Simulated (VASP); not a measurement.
Input:

```xyz
4
Lattice="3.3664 0.0000 0.0000 0.0000 3.3664 0.0000 0.0000 0.0000 11.1077" Properties=species:S:1:pos:R:3 pbc="T T T"
Gd     0.0000     1.6832     0.0000
Gd     1.6832     0.0000     5.5539
Bi     0.0000     0.0000     2.7769
Bi     0.0000     0.0000     8.3308
```

Computed with PBEsol GGA, VASP's PBE PAW potentials (set 64) (plane waves; VASP). Run with 480 eV cut-off, 8×8×4 Γ-centred mesh, first-order Methfessel-Paxton smearing of 0.10 eV, potentials Gd_3 Bi_d.

The 4f electrons are frozen in the core of the lanthanide potential, so 4f levels, which can set the real gap, and their magnetism are missing. Energy and stress use the plane-wave basis of the starting cell.

Task: The ions, cell shape and volume at an external pressure of 20.0 GPa are relaxed. What does this cell relax into?

Result: 
```xyz
4
Lattice="3.0338 0.0000 0.0000 0.0000 3.0338 0.0000 0.0000 0.0000 10.5905" Properties=species:S:1:pos:R:3 pbc="T T T"
Gd     0.0000     1.5169     0.0000
Gd     1.5169     0.0000     5.2952
Bi     0.0000     0.0000     2.6476
Bi     0.0000     0.0000     7.9429
```
Space group P4_2/mmc (131), at a tolerance of 0.03 Å.

Task: How do energy and volume change from the first to the last step?

Result: The energy (σ→0) changes by +356.8 meV/atom and the volume by -22.6 %, in 11 ionic steps.

```csv
step,E(σ→0) (eV),max force (eV/Å),pressure (GPa),volume (Å³)
1,-19.3415,0.000,0.07,125.88
2,-6.7226,0.000,119.70,67.18
3,-18.2891,0.000,16.70,101.71
4,-18.0837,0.000,18.88,99.87
5,-17.9775,0.000,19.97,98.99
6,-17.8564,0.000,20.40,97.04
7,-17.8937,0.000,20.21,97.31
8,-17.8892,0.000,20.24,97.28
9,-17.9406,0.000,19.69,97.69
10,-17.9115,0.000,20.00,97.45
11,-17.9145,0.000,20.01,97.48
```

The structure was generated: GdBi was put into the PtS type (P4_2/mmc), which need not be its known phase. This run relaxes it under an external pressure of 20 GPa. Symmetry was kept, so distortions that lower it aren't found. VASP warned that the highest band is occupied, so more bands are needed.
